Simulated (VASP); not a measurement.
A convergence study with VASP on SnTe (space group no. 225 when undisturbed): a few settings are varied, all else stays as given below, so the limit is that of these other settings. One atom is moved off its site, so that forces are finite.

```
CELL_PARAMETERS angstrom
      0.00000     3.14420     3.14420
      3.14420     0.00000     3.14420
      3.14420     3.14420     0.00000
ATOMIC_POSITIONS crystal
  Sn 0.00795 0.00795 0.99205
  Te 0.50000 0.50000 0.50000
```

These are PBEsol GGA, VASP's PBE PAW potentials (set 64) (plane waves; VASP) values and carry that method's errors. The last row used: 300 eV cut-off, 18×18×18 Γ-centred mesh shifted by (0.5, 0.5, 0.5), Fermi-Dirac smearing of 0.010 eV, potentials Sn_d Te.

Unless said otherwise, spin-orbit coupling is left out, though it shifts the bands of the heavy elements here. Gaps are read on the run's mesh, which can miss a band edge.

```
setting        E (eV/atom)  pressure (GPa)  largest force (eV/Å)  gap on the mesh (eV)  irreducible k-points
-------------  -----------  --------------  --------------------  --------------------  --------------------
2×2×2 mesh         -4.4922           -1.71                 0.089                 2.548                     3
3×3×3 mesh         -4.1306           -0.55                 0.056                 0.195                    10
4×4×4 mesh         -4.1677            0.07                 0.006                 0.758                    20
5×5×5 mesh               ?               ?                     ?                     ?                    39
6×6×6 mesh         -4.1690           -0.20                 0.016                 0.582                    63
7×7×7 mesh         -4.1677           -0.14                 0.012                 0.204                   100
8×8×8 mesh               ?               ?                     ?                     ?                   144
9×9×9 mesh         -4.1682           -0.16                 0.015                 0.204                   205
10×10×10 mesh      -4.1686           -0.16                 0.016                 0.338                   275
11×11×11 mesh      -4.1685           -0.16                 0.016                 0.168                   366
12×12×12 mesh      -4.1685           -0.16                 0.016                 0.285                   468
13×13×13 mesh      -4.1685           -0.16                 0.016                 0.136                   595
14×14×14 mesh      -4.1685           -0.16                 0.016                 0.244                   735
16×16×16 mesh      -4.1685           -0.16                 0.016                 0.203                  1088
18×18×18 mesh      -4.1685           -0.16                 0.016                 0.175                  1539
```

Task: What belongs in the gaps?

Result: 
- 5×5×5 mesh, E (eV/atom): -4.1703
- 5×5×5 mesh, pressure (GPa): -0.23
- 5×5×5 mesh, largest force (eV/Å): 0.008
- 5×5×5 mesh, gap on the mesh (eV): 0.202
- 8×8×8 mesh, E (eV/atom): -4.1692
- 8×8×8 mesh, pressure (GPa): -0.18
- 8×8×8 mesh, largest force (eV/Å): 0.017
- 8×8×8 mesh, gap on the mesh (eV): 0.427

Left out are rungs that failed or repeat a setting and relaxations that didn't move; long series are thinned to 24 rows.

The structure is a typed SnTe crystal (space group no. 225). The cell was not relaxed at this level, it is distorted from the ideal structure.
